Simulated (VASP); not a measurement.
**Ta: the relaxed cell at several levels of theory**

Aim: relax Ta at several levels of theory and compare the cells. The starting structure is a measured crystal structure from the Crystallography Open Database.

Calculated with VASP 6.6.1; Kohn-Sham DFT with plane waves and PAW; PBEsol, r2SCAN, PBE and LDA.

## 1. Starting point

It takes space group Im-3m (No. 229, cubic). Conventional cell: a = 3.303 Å, b = 3.303 Å, c = 3.303 Å, α = 90.00°, β = 90.00°, γ = 90.00°. Ta has 8 Ta at 2.86 Å nearest.

Structure file:

```xyz
1
Lattice="-1.6513 1.6513 1.6513 1.6513 -1.6513 1.6513 1.6513 1.6513 -1.6513" Properties=species:S:1:pos:R:3 pbc="T T T"
Ta    0.0000    0.0000    0.0000
```

## 2. Relaxation with PBEsol

PBEsol restores the gradient expansion of exchange and is tuned for the cells of solids. This run starts from the cell of an earlier relaxation, which isn't shown; the restart sets up the plane waves anew.

File INCAR:

```
SYSTEM = Ta
PREC = Accurate
ENCUT = 520
EDIFF = 1E-07
NELM = 100
ISMEAR = 1
SIGMA = 0.15
LREAL = .FALSE.
ALGO = Normal
GGA = PS
NBANDS = 11
LASPH = .TRUE.
LORBIT = 11
LWAVE = .FALSE.
LCHARG = .FALSE.
KPAR = 4
IBRION = 2
NSW = 50
ISIF = 3
EDIFFG = -0.005
```

File POSCAR:

```
Ta
1.0
   -1.6413223848      1.6413223848      1.6413223848
    1.6413223848     -1.6413223848      1.6413223848
    1.6413223848      1.6413223848     -1.6413223848
Ta
1
Direct
    0.0000000000      0.0000000000      0.0000000000
```

File KPOINTS:

```
Automatic mesh
0
Gamma
20 20 20
0 0 0
```

PAW data sets: Ta_pv (PBE family, release 64).

Launch:

```bash
$ mpirun -np 4 vasp_std
```

The program printed:

```text
[banner, memory and clock lines left out]
running    4 mpi-ranks, on    1 nodes
 distrk:  each k-point on    1 cores,    4 groups
 distr:  one band on    1 cores,    1 groups

 POSCAR found type information on POSCAR Ta
 POSCAR found :  1 types and       1 ions
|                                                                             |
|               ----> ADVICE to this user running VASP <----                  |
|                                                                             |
|     You enforced a specific xc type in the INCAR file but a different       |
|     [... a line on the potential file left out ...]
|     I HOPE YOU KNOW WHAT YOU ARE DOING!                                     |
|                                                                             |

 LDA part: xc-table for (Slater+PW92), standard interpolation
 POSCAR, INCAR and KPOINTS ok, starting setup
 FFT: planning ... GRIDC
 FFT: planning ... GRID_SOFT
 FFT: planning ... GRID
 WAVECAR not read
 entering main loop
       N       E                     dE             d eps       ncg     rms          rms(c)
DAV:   1     0.571303995895E+02    0.57130E+02   -0.61975E+03  5648   0.961E+02
DAV:   2    -0.120888563999E+02   -0.69219E+02   -0.67774E+02  6236   0.251E+02
DAV:   3    -0.130473025920E+02   -0.95845E+00   -0.94289E+00  6829   0.282E+01
DAV:   4    -0.130508752643E+02   -0.35727E-02   -0.35721E-02  6242   0.177E+00
DAV:   5    -0.130508897659E+02   -0.14502E-04   -0.14501E-04  6616   0.110E-01    0.143E+01
DAV:   6    -0.126707237701E+02    0.38017E+00   -0.32995E-01  6412   0.630E+00    0.694E+00
DAV:   7    -0.125526678334E+02    0.11806E+00   -0.28096E-01  6463   0.545E+00    0.369E-01
DAV:   8    -0.125514023625E+02    0.12655E-02   -0.95526E-03  6774   0.766E-01    0.749E-02
DAV:   9    -0.125514048318E+02   -0.24693E-05   -0.46456E-05  6478   0.713E-02    0.211E-02
DAV:  10    -0.125514023499E+02    0.24819E-05   -0.24188E-06  6663   0.178E-02    0.393E-03
DAV:  11    -0.125514022619E+02    0.87951E-07   -0.20320E-07  6274   0.509E-03
   1 F= -.12551402E+02 E0= -.12551502E+02  d E =-.125514E+02
 curvature:   0.00 expect dE= 0.000E+00 dE for cont linesearch  0.000E+00
 trial: gam= 0.00000 g(F)=  0.880E-64 g(S)=  0.502E-06 ort = 0.000E+00 (trialstep = 0.100E+01)
 search vector abs. value=  0.502E-06
 reached required accuracy - stopping structural energy minimisation
```

Run time: 4.6 s. Hardware: 4 MPI ranks of Intel Xeon 6975P-C (Granite Rapids), shared host; peak memory 0.66 GiB; 16 s of CPU time.

Lines that name or quote the potential files are left out of all logs, and their timing lines are given in words.

From OUTCAR (step 2):

```text
ion  position               nearest neighbor table
   1  0.000  0.000  0.000-

  LATTYP: Found a body centered cubic cell.
 ALAT       =     3.2826447696

 Subroutine GETGRP returns: Found 48 space group operations
 (whereof 48 operations were pure point group operations)

The static configuration has the point symmetry O_h .

 Found    256 irreducible k-points:

   k-points           NKPTS =    256   k-points in BZ     NKDIM =    256   number of bands    NBANDS=     11

   dimension x,y,z NGX =    24 NGY =   24 NGZ =   24
   dimension x,y,z NGXF=    48 NGYF=   48 NGZF=   48

   ENCUT  =  520.0 eV  38.22 Ry    6.18 a.u.   5.29  5.29  5.29*2*pi/ulx,y,z

   NELECT =      11.0000    total number of electrons

 k-points in reciprocal lattice and weights: Automatic mesh
   0.00000000  0.00000000  0.00000000       0.000
   0.05000000  0.00000000  0.00000000       0.002
   0.10000000  0.00000000  0.00000000       0.002
   0.15000000  0.00000000  0.00000000       0.002
   0.20000000  0.00000000  0.00000000       0.002
   0.25000000  0.00000000  0.00000000       0.002
   0.30000000  0.00000000  0.00000000       0.002
   0.35000000  0.00000000  0.00000000       0.002
   0.40000000  0.00000000  0.00000000       0.002
[...]
0.50000000  0.50000000  0.45000000       0.002
   0.50000000  0.50000000  0.50000000       0.000

 average (electrostatic) potential at core
       1 -36.0379

 E-fermi :   5.4385

 k-point     1 :       0.0000    0.0000    0.0000
  band No.  band energies     occupation
      1     -27.4883      2.00000
      2     -27.4883      2.00000
      3     -27.4883      2.00000
      4      -2.5306      2.00000
      5       6.1857     -0.00000
      6       6.1857     -0.00000
      7       6.1857     -0.00000
      8       9.5218      0.00000
      9       9.5218      0.00000
    ...

 k-point     2 :       0.0500    0.0000    0.0000
  band No.  band energies     occupation
      1     -27.5219      2.00000
      2     -27.4985      2.00000
      3     -27.4885      2.00000
      4      -2.4153      2.00000
      5       6.1101     -0.00000
      6       6.1653     -0.00000
      7       6.2983     -0.00000
      8       9.3949      0.00000
      9       9.5216      0.00000
    ...

 k-point     3 :       0.1000    0.0000    0.0000
  band No.  band energies     occupation
      1     -27.6185      2.00000
      2     -27.5282      2.00000
      3     -27.4891      2.00000
      4      -2.0795      2.00000
      5       5.8988     -0.00013
      6       6.0824     -0.00000
      7       6.6332     -0.00000
      8       9.1105      0.00000
      9       9.5263      0.00000
    ...

  Total        0.0018619      0.0018619      0.0018619     -0.0000000     -0.0000000      0.0000000
  in kB        0.1686649      0.1686649      0.1686649     -0.0000000     -0.0000000      0.0000000
  external PRESSURE =       0.1686649 kB  Pullay stress =       0.0000000 kB

  energy-cutoff  :      520.00
  volume of cell :       17.69
      direct lattice vectors                 reciprocal lattice vectors
    -1.641322385  1.641322385  1.641322385     0.000000000  0.304632414  0.304632414
     1.641322385 -1.641322385  1.641322385     0.304632414  0.000000000  0.304632414
     1.641322385  1.641322385 -1.641322385     0.304632414  0.304632414  0.000000000

 POSITION                                       TOTAL-FORCE (eV/Angst)
 -----------------------------------------------------------------------------------
      0.00000      0.00000      0.00000         0.000000      0.000000      0.000000
 -----------------------------------------------------------------------------------
    total drift:                               -0.000000      0.000000      0.000000

  FREE ENERGIE OF THE ION-ELECTRON SYSTEM (eV)
  ---------------------------------------------------
  free  energy   TOTEN  =       -12.5514022619 eV

  energy  without entropy=      -12.5517013729  energy(sigma->0) =      -12.55150197

 reached required accuracy - stopping structural energy minimisation

 total charge
# of ion       s       p       d       tot
------------------------------------------
    1        0.375   6.174   2.420   8.969

[... 3 further parts left out ...]
```

CONTCAR:

```
Ta
   1.00000000000000
    -1.6413223848000000    1.6413223848000000    1.6413223848000000
     1.6413223848000000   -1.6413223848000000    1.6413223848000000
     1.6413223848000000    1.6413223848000000   -1.6413223848000000
  Ta
     1
Direct
     0.0000000000000000    0.0000000000000000    0.0000000000000000
```

This run has no spin polarisation. Its electron count is odd, so without a moment it is a metal by construction. The PAW data sets were made with PBE, which is usual practice but a small mismatch for other functionals. The run keeps the 48 symmetry operations of its start, so it cannot find a distortion of lower symmetry.

With PBEsol the relaxed cell holds 17.686 Å³ an atom, -1.80 % against the measured cell, with a = 3.283 Å.

## 3. Relaxation with r2SCAN

r2SCAN adds the kinetic-energy density, costs more than a GGA and is run with LASPH. This run starts from the cell of an earlier relaxation, which isn't shown; the restart sets up the plane waves anew.

INCAR, as its differences from that of step 2:

```diff
@@ -9,5 +9,5 @@
 ALGO = Normal
-GGA = PS
+METAGGA = R2SCAN
+LASPH = .TRUE.
 NBANDS = 11
-LASPH = .TRUE.
 LORBIT = 11
```

File POSCAR:

```
Ta
1.0
   -1.6539540222      1.6539540222      1.6539540222
    1.6539540222     -1.6539540222      1.6539540222
    1.6539540222      1.6539540222     -1.6539540222
Ta
1
Direct
    0.0000000000      0.0000000000      0.0000000000
```

KPOINTS is that of step 2.

Launch:

```bash
$ mpirun -np 4 vasp_std
```

The program printed:

```text
[banner, memory and clock lines left out]
running    4 mpi-ranks, on    1 nodes
[...]
[... a notice as in an earlier step ...]

 LDA part: xc-table for (None), standard interpolation
 POSCAR, INCAR and KPOINTS ok, starting setup
[...]
entering main loop
       N       E                     dE             d eps       ncg     rms          rms(c)
DAV:   1     0.188210041111E+02    0.18821E+02   -0.64002E+03  5664   0.986E+02
DAV:   2    -0.508931573616E+02   -0.69714E+02   -0.68038E+02  6177   0.255E+02
DAV:   3    -0.519009859907E+02   -0.10078E+01   -0.99010E+00  6865   0.294E+01
DAV:   4    -0.519048309111E+02   -0.38449E-02   -0.38436E-02  6477   0.181E+00
[...]
DAV:  12    -0.485802295865E+02   -0.94030E-06   -0.54695E-07  6270   0.789E-03    0.311E-03
DAV:  13    -0.485802290896E+02    0.49695E-06   -0.15058E-07  4839   0.437E-03    0.298E-04
DAV:  14    -0.485802290472E+02    0.42431E-07   -0.43540E-09  3002   0.761E-04
   1 F= -.48580229E+02 E0= -.48580301E+02  d E =-.485802E+02
[...]
reached required accuracy - stopping structural energy minimisation
```

It took 18 s on 4 MPI ranks; peak memory 0.67 GiB; 68 s of CPU time.

From OUTCAR (step 3):

```text
  Total        0.0008649      0.0008649      0.0008649      0.0000000      0.0000000     -0.0000000
  in kB        0.0765661      0.0765661      0.0765661      0.0000000      0.0000000     -0.0000000
  external PRESSURE =       0.0765661 kB  Pullay stress =       0.0000000 kB

 POSITION                                       TOTAL-FORCE (eV/Angst)
 -----------------------------------------------------------------------------------
      0.00000      0.00000      0.00000        -0.000000      0.000000      0.000000
 -----------------------------------------------------------------------------------
    total drift:                               -0.000000      0.000000      0.000000

  FREE ENERGIE OF THE ION-ELECTRON SYSTEM (eV)
  ---------------------------------------------------
  free  energy   TOTEN  =       -48.5802290472 eV

  energy  without entropy=      -48.5804454743  energy(sigma->0) =      -48.58030119

[... 2 parts as in an earlier step ...]

[... 2 further parts left out ...]
[key lines of the parts left out:]
E-fermi :   5.2682
```

With r2SCAN the relaxed cell holds 18.098 Å³ an atom, +0.49 % against the measured cell, with a = 3.308 Å. That is +2.33 % from PBEsol.

## 4. Relaxation with PBE

PBE, the usual starting point, adds the gradient of the density. This run starts from the cell of an earlier relaxation, which isn't shown; the restart sets up the plane waves anew.

INCAR, as its differences from that of step 3:

```diff
@@ -9,5 +9,5 @@
 ALGO = Normal
-METAGGA = R2SCAN
+GGA = PE
+NBANDS = 11
 LASPH = .TRUE.
-NBANDS = 11
 LORBIT = 11
```

File POSCAR:

```
Ta
1.0
   -1.6600353868      1.6600353868      1.6600353868
    1.6600353868     -1.6600353868      1.6600353868
    1.6600353868      1.6600353868     -1.6600353868
Ta
1
Direct
    0.0000000000      0.0000000000      0.0000000000
```

KPOINTS is that of step 3.

Launch:

```bash
$ mpirun -np 4 vasp_std
```

The program printed:

```text
[banner, memory and clock lines left out]
running    4 mpi-ranks, on    1 nodes
[...]
LDA part: xc-table for (Slater+PW92), standard interpolation
 POSCAR, INCAR and KPOINTS ok, starting setup
[...]
entering main loop
       N       E                     dE             d eps       ncg     rms          rms(c)
DAV:   1     0.562943340110E+02    0.56294E+02   -0.62890E+03  5632   0.952E+02
DAV:   2    -0.113358723669E+02   -0.67630E+02   -0.66153E+02  6270   0.247E+02
DAV:   3    -0.122826114739E+02   -0.94674E+00   -0.93458E+00  6879   0.277E+01
DAV:   4    -0.122861460669E+02   -0.35346E-02   -0.35338E-02  6182   0.177E+00
[...]
DAV:   9    -0.118131365234E+02   -0.14491E-05   -0.70300E-05  6285   0.905E-02    0.259E-02
DAV:  10    -0.118131307264E+02    0.57970E-05   -0.29194E-06  6557   0.205E-02    0.369E-03
DAV:  11    -0.118131306788E+02    0.47636E-07   -0.24134E-07  6242   0.564E-03
   1 F= -.11813131E+02 E0= -.11813255E+02  d E =-.118131E+02
[...]
reached required accuracy - stopping structural energy minimisation
```

The job ended after 4.8 s (4 MPI ranks; peak memory 0.67 GiB).

From OUTCAR (step 4):

```text
  Total       -0.0040092     -0.0040092     -0.0040092     -0.0000000      0.0000000     -0.0000000
  in kB       -0.3510397     -0.3510397     -0.3510397     -0.0000000      0.0000000     -0.0000000
  external PRESSURE =      -0.3510397 kB  Pullay stress =       0.0000000 kB

 POSITION                                       TOTAL-FORCE (eV/Angst)
 -----------------------------------------------------------------------------------
      0.00000      0.00000      0.00000        -0.000000      0.000000      0.000000
 -----------------------------------------------------------------------------------
    total drift:                                0.000000      0.000000     -0.000000

  FREE ENERGIE OF THE ION-ELECTRON SYSTEM (eV)
  ---------------------------------------------------
  free  energy   TOTEN  =       -11.8131306788 eV

  energy  without entropy=      -11.8135050491  energy(sigma->0) =      -11.81325547

[... 2 parts as in an earlier step ...]

[... 2 further parts left out ...]
[key lines of the parts left out:]
E-fermi :   5.3378
```

With PBE the relaxed cell holds 18.298 Å³ an atom, +1.60 % against the measured cell, with a = 3.320 Å. That is +3.46 % from PBEsol.

## 5. Relaxation with LDA

LDA, the lowest rung, knows the local density alone. This run starts from the cell of an earlier relaxation, which isn't shown; the restart sets up the plane waves anew.

INCAR, as its differences from that of step 4:

```diff
@@ -9,3 +9,3 @@
 ALGO = Normal
-GGA = PE
+GGA = CA
 NBANDS = 11
```

File POSCAR:

```
Ta
1.0
   -1.6291285371      1.6291285371      1.6291285371
    1.6291285371     -1.6291285371      1.6291285371
    1.6291285371      1.6291285371     -1.6291285371
Ta
1
Direct
    0.0000000000      0.0000000000      0.0000000000
```

KPOINTS is that of step 4.

PAW data sets: Ta_pv (LDA family, release 64).

Launch:

```bash
$ mpirun -np 4 vasp_std
```

The program printed:

```text
[banner, memory and clock lines left out]
running    4 mpi-ranks, on    1 nodes
[...]
LDA part: xc-table for (Slater(with rela. corr.)+CA(PZ))
 , standard interpolation
 POSCAR, INCAR and KPOINTS ok, starting setup
[...]
entering main loop
       N       E                     dE             d eps       ncg     rms          rms(c)
DAV:   1     0.576183119850E+02    0.57618E+02   -0.62571E+03  5640   0.960E+02
DAV:   2    -0.123432223800E+02   -0.69962E+02   -0.68389E+02  6229   0.252E+02
DAV:   3    -0.132935488877E+02   -0.95033E+00   -0.94035E+00  6947   0.282E+01
DAV:   4    -0.132968044588E+02   -0.32556E-02   -0.32545E-02  6224   0.168E+00
[...]
DAV:   9    -0.128273488164E+02    0.46330E-05   -0.57503E-05  6555   0.706E-02    0.221E-02
DAV:  10    -0.128273481775E+02    0.63892E-06   -0.39529E-06  6429   0.220E-02    0.493E-03
DAV:  11    -0.128273481118E+02    0.65728E-07   -0.32354E-07  6289   0.621E-03
   1 F= -.12827348E+02 E0= -.12827558E+02  d E =-.128273E+02
[...]
reached required accuracy - stopping structural energy minimisation
```

It took 4.2 s on 4 MPI ranks; peak memory 0.62 GiB.

Parts of OUTCAR (step 5):

```text
  Total       -0.0046773     -0.0046773     -0.0046773      0.0000000     -0.0000000      0.0000000
  in kB       -0.4332895     -0.4332895     -0.4332895      0.0000000     -0.0000000      0.0000000
  external PRESSURE =      -0.4332895 kB  Pullay stress =       0.0000000 kB

 POSITION                                       TOTAL-FORCE (eV/Angst)
 -----------------------------------------------------------------------------------
      0.00000      0.00000      0.00000         0.000000     -0.000000      0.000000
 -----------------------------------------------------------------------------------
    total drift:                               -0.000000      0.000000      0.000000

  FREE ENERGIE OF THE ION-ELECTRON SYSTEM (eV)
  ---------------------------------------------------
  free  energy   TOTEN  =       -12.8273481118 eV

  energy  without entropy=      -12.8279781523  energy(sigma->0) =      -12.82755813

[... 2 parts as in an earlier step ...]

[... 2 further parts left out ...]
[key lines of the parts left out:]
E-fermi :   5.7209
```

With LDA the relaxed cell holds 17.295 Å³ an atom, -3.97 % against the measured cell, with a = 3.258 Å. That is -2.21 % from PBEsol.

## 6. Comparison

```csv
level,volume (Å³/atom),against the measured cell (%),a (Å),pressure left (GPa),core minutes
PBEsol,17.686,-1.8,3.2826,0.02,1.4
r2SCAN,18.098,0.49,3.3079,0.01,3.64
PBE,18.298,1.6,3.3201,-0.04,1.31
LDA,17.295,-3.97,3.2583,-0.04,1.27
```

Core minutes are wall time times ranks, summed over the relaxations behind a row (those for a bulk modulus apart), on shared hosts.

## 7. Summary of results

```
volume, PBEsol : 17.69 Å³/atom
volume, r2SCAN : 18.10 Å³/atom
volume, PBE    : 18.30 Å³/atom
volume, LDA    : 17.30 Å³/atom
```

In words: Across 4 levels the volume of Ta spans 5.8 %, from 17.30 Å³ an atom (LDA) to 18.30 Å³ (PBE). Against the measured volume of the starting structure, r2SCAN comes nearest (+0.5 %) and LDA lies farthest (-4.0 %). The measured cell holds zero-point expansion and, unless it was taken cold, thermal expansion, which the runs lack, so small differences decide nothing. Spin-orbit coupling is left out of all runs, which can matter with elements this heavy. All runs keep the symmetry of the start, so they can't find a distortion of lower symmetry.

[Lines on the potential files, build, host, timing and source positions are cut from VASP's logs without a mark.]

[Logs are printed without paths, hosts, clocks, repeated set-up lines and the standing remarks that a program may print on its own settings, such as how far it seeks lower states.]

[Hosts, paths, dates, database ids (printed as entryN), source tags and the programs' standing remarks are cut or masked in the printed files.]
